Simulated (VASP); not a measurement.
An input for Quantum ESPRESSO's pw.x (written as the equivalent of a VASP run, and not itself run):

```
&CONTROL
  calculation = 'scf'
  pseudo_dir = './pseudo'
  outdir = './out'
  tprnfor = .true.
  tstress = .true.
/
&SYSTEM
  ibrav = 0
  nat = 3
  ntyp = 2
  ecutwfc = 96
  occupations = 'smearing'
  smearing = 'methfessel-paxton'
  degauss = 0.00735
  input_dft = 'pbe'
/
&ELECTRONS
  conv_thr = 7.3e-08
  electron_maxstep = 100
/
ATOMIC_SPECIES
  Co 58.933 Co.upf
  Si 28.085 Si.upf
CELL_PARAMETERS angstrom
     0.0000000    2.7336000    2.7336000
     2.7336000    0.0000000    2.7336000
     2.7336000    2.7336000    0.0000000
ATOMIC_POSITIONS crystal
  Co   0.0000000  0.0000000  0.0000000
  Si   0.2500000  0.2500000  0.2500000
  Si   0.7500000  0.7500000  0.7500000
K_POINTS automatic
  9 9 9 0 0 0
```

Task: Translate this input to VASP (INCAR, KPOINTS, POSCAR, choice of POTCAR).

Result: This is not unique; one that fits is 
### POSCAR
```
CoSi2
1.0
  0.0000000000   2.7336000000   2.7336000000
  2.7336000000   0.0000000000   2.7336000000
  2.7336000000   2.7336000000   0.0000000000
Co Si
1 2
Direct
  0.0000000000   0.0000000000   0.0000000000
  0.2500000000   0.2500000000   0.2500000000
  0.7500000000   0.7500000000   0.7500000000
```

KPOINTS:
```
Automatic
0
gamma
9 9 9
```

### INCAR
```
# general
SYSTEM  = CoSi2
PREC    = Accurate
ENCUT   = 400
LREAL   = F
LASPH   = T

# electronic loop
EDIFF   = 1E-6
NELM    = 100
ALGO    = Normal
IMIX    = 4
AMIX    = 0.2
BMIX    = 0.0001
LMAXMIX = 4

# smearing
ISMEAR  = 1
SIGMA   = 0.1

# functional
GGA     = PE

# ions
ISIF    = 2

# output
LWAVE   = F
LCHARG  = F
```

POTCAR, in this order: Co Si (PBE.64 set). Program: vasp_std.

The two are equivalent in intent, not identical: the potentials are each code's own (VASP's PAW set, PseudoDojo norm-conserving files in pw.x), so ENCUT and ecutwfc are chosen apart and not converted; conv_thr bounds pw.x's estimated SCF error, while EDIFF bounds the energy change between steps.

The compound is CoSi2 in the fluorite structure. The cell was not relaxed at this level. The run is one of a series of settings (AMIX = 0.2, BMIX = 0.0001, IMIX = 4 against the base run), some of them coarse on purpose.
